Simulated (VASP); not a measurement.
These are r2SCAN meta-GGA, VASP's PBE PAW potentials (set 64) (plane waves; VASP 6.6.1) values and carry that method's errors.

VASP input:

INCAR:
```
ENCUT  =  400
LCHARG  =  F
ISMEAR  =  -5   # tetrahedra, Bloechl
METAGGA  =  R2SCAN
NELM  =  100
LEFG  =  T
ISIF  =  2   # forces and stress, cell fixed
EDIFF  =  1E-7
SYSTEM  =  GdCdPd
LMAXMIX  =  6
LREAL  =  F
LMIXTAU  =  T
LORBIT  =  11   # lm-projected
LWAVE  =  F
NEDOS  =  601
ALGO  =  Normal   # blocked Davidson
LASPH  =  T
PREC  =  Accurate
```

File KPOINTS:
```
K-points
0
gamma
5 5 9
0 0 0
```

POSCAR:
```
GdCdPd
7.5959480
  0.9999999990   0.0000000000   0.0000000000
 -0.4999999995   0.8660254543   0.0000000000
  0.0000000000   0.0000000000   0.5165945167
Gd Pd Cd
3 3 3
Cartesian
  0.5949625224   0.0000000000   0.5165945167
  0.2025187383   0.3507727650   0.0000000000
 -0.2974812612   0.5152526893   0.0000000000
 -0.4999999995   0.8660254543   0.0000000000
  0.5000004995   0.2886748628   0.2582972583
 -0.0000005000   0.5773505916   0.2582972583
 -0.2436147015   0.8660254543   0.2582972583
  0.3718073505   0.6439892600   0.2582972583
  0.8718073500   0.2220361944   0.2582972583
```

File KPOINTS_OPT:
```
k-points along high-symmetry lines
6
Line-mode
Reciprocal
  0.000000   0.000000   0.000000 ! GAMMA
  0.500000   0.000000   0.000000 ! M

  0.500000   0.000000   0.000000 ! M
  0.333333   0.333333   0.000000 ! K

  0.333333   0.333333   0.000000 ! K
  0.000000   0.000000   0.000000 ! GAMMA

  0.000000   0.000000   0.000000 ! GAMMA
  0.000000   0.000000   0.500000 ! A

  0.000000   0.000000   0.500000 ! A
  0.500000   0.000000   0.500000 ! L

  0.500000   0.000000   0.500000 ! L
  0.333333   0.333333   0.500000 ! H

  0.333333   0.333333   0.500000 ! H
  0.000000   0.000000   0.500000 ! A

  0.500000   0.000000   0.500000 ! L
  0.500000   0.000000   0.000000 ! M

  0.333333   0.333333   0.500000 ! H
  0.333333   0.333333   0.000000 ! K
```

POTCAR, in this order: Gd_3 Pd Cd (PBE.64 set). Program: vasp_std.

The 4f electrons are frozen in the core of the lanthanide potential, so 4f levels, which can set the real gap, and their magnetism are missing. For a metal the tetrahedron method with Blöchl corrections gives inexact stress and forces.

Task: Estimate the energy per atom (σ→0), band gap (over mesh and band path).

Result: 
```yaml
energy per atom (σ→0): -25.296 eV/atom
band gap (over mesh and band path): none (metal, semimetal or under 0.01 eV)
```

**OSZICAR**
```
...
DAV:  22    -0.227664552101E+03   -0.23683E-05   -0.13939E-06  2974   0.656E-03    0.695E-03
DAV:  23    -0.227664552382E+03   -0.28092E-06   -0.23624E-07  2324   0.268E-03    0.519E-03
DAV:  24    -0.227664553020E+03   -0.63756E-06   -0.21751E-07  2295   0.238E-03    0.469E-03
DAV:  25    -0.227664553088E+03   -0.68016E-07   -0.94672E-08  1887   0.160E-03
   1 F= -.22766455E+03 E0= -.22766455E+03  d E =0.000000E+00
       N       E                     dE             ncg
       N       E                     dE             ncg
       N       E                     dE             ncg
```

The structure comes from a measured GdCdPd entry (P-62m) of the Crystallography Open Database, whose conditions weren't checked. It was relaxed first. The electron count is odd and the run is not spin-polarised, which forces a metal.
